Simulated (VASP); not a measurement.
An input for Ansatz (written as the equivalent of a VASP run, and not itself run):

Ansatz 0.2 input:
```yaml
crystal:
  lattice:
    - [4.6709247, 0.0000000, 0.0000000]
    - [0.0000000, 4.6709247, 0.0000000]
    - [0.0000000, 0.0000000, 4.6709247]
  atoms:
    - { symbol: Cs, position: [0.0000000, 0.0000000, 0.0000000] }
    - { symbol: I, position: [0.5000000, 0.5000000, 0.5000000] }
kpoints:
  mp_grid: { grid: [5, 5, 5] }
hamiltonian:
  xc: pbe
  pseudopotentials: { kind: paw }
scf:
  occupations: { method: gaussian, width: 0.05 }
  max_iter: 100
relax:
  max_steps: 60
  f_tol: 0.01
  cell: {}
output: { forces: true, stress: true, eigenvalues: true }
```

**Question.** Write the VASP files for the same calculation (PBE).

**Answer.** This is not unique; one that fits is 
**POSCAR**
```
CsI
1.0
  4.6709246997   0.0000000000   0.0000000000
  0.0000000000   4.6709246997   0.0000000000
  0.0000000000   0.0000000000   4.6709246997
Cs I
1 1
Cartesian
  0.0000000000   0.0000000000   0.0000000000
  2.3354623498   2.3354623498   2.3354623498
```

### INCAR
```
SYSTEM = CsI
PREC = Accurate; ENCUT = 520; LREAL = .FALSE.
LASPH = .TRUE.
EDIFF = 1E-6; NELM = 100; ALGO = Normal
LMAXMIX = 4
ISMEAR = 0; SIGMA = 0.05
GGA = PE
IBRION = 2; NSW = 60; ISIF = 3
EDIFFG = -0.01
LWAVE = .FALSE.; LCHARG = .FALSE.
```

File KPOINTS:
```
Automatic mesh
0
Gamma
5 5 5
0 0 0
```

POTCAR, in this order: Cs_sv I (PBE.64 set). Program: vasp_std.

The two are equivalent in intent, not identical: each code has its own PAW files, so the cut-off isn't converted (ENCUT is set for VASP's; basis.ecutwfc is left out, and Ansatz then takes the one that its files recommend); Ansatz stops its SCF on the density residual and VASP on the energy change (EDIFF).

The compound is CsI in the CsCl type structure. It was relaxed first, which changed the volume by +7 %. The start is the result of an earlier pass.
